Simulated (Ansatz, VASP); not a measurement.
BiB in VASP and in Ansatz

INCAR

```
SYSTEM = BiB
PREC = Accurate
ENCUT = 520
EDIFF = 1E-7
ISMEAR = -1
SIGMA = 0.02
LREAL = .FALSE.
LASPH = .TRUE.
NELM = 60
ALGO = Normal
ISIF = 2
LWAVE = .FALSE.
LCHARG = .TRUE.
GGA = PE
LELF = .TRUE.
LVHAR = .TRUE.
NBANDS = 16
```

KPOINTS

```
Automatic mesh
0
G
  6 6 6
  0 0 0
```

POSCAR

```
BiB
1.0
    3.3701290311      0.0000000000      0.0000000000
    0.0000000000      3.3701290311      0.0000000000
    0.0000000000      0.0000000000      3.3701290311
B Bi
1 1
Direct
    0.0000000000      0.0000000000      0.0000000000
    0.5000000000      0.5000000000      0.5000000000
```

Input for Ansatz:

```yaml
crystal:
  lattice:
    - [3.3701290311, 0.0, 0.0]
    - [0.0, 3.3701290311, 0.0]
    - [0.0, 0.0, 3.3701290311]
  atoms:
    - { symbol: B, position: [0.0, 0.0, 0.0] }
    - { symbol: Bi, position: [0.5, 0.5, 0.5] }
kpoints:
  mp_grid: { grid: [6, 6, 6] }
hamiltonian:
  xc: pbe
scf:
  occupations: { method: fermi_dirac, width: 0.02 }
  n_extra_bands: 4
  mixing: { ndim: 1 }
  max_iter: 81
output:
  forces: true
  stress: true
  eigenvalues: true
```

Alike in both runs: task single point; functional PBE; k mesh 6 × 6 × 6; occupations fermi-dirac, width 0.02 eV; no spin polarisation.

|  | VASP | Ansatz |
| --- | --- | --- |
| version | VASP 6.6.1 | Ansatz 0.2.0 |
| potentials or method | VASP PAW PBE potentials, release 64 (B, Bi_d) | plane waves |
| plane-wave cutoff (eV) | 520 | 420 |
| valence electrons in the cell | 18 | 18 |

|  | VASP | Ansatz | Ansatz less VASP |
| --- | --- | --- | --- |
| pressure (GPa) | -0.5 | -0.5 | +0.04 |

With one functional, cell and mesh, what is left measures potentials, basis and numerics.

Caveats: spin-orbit coupling is left out, which moves the levels of the heavy elements.
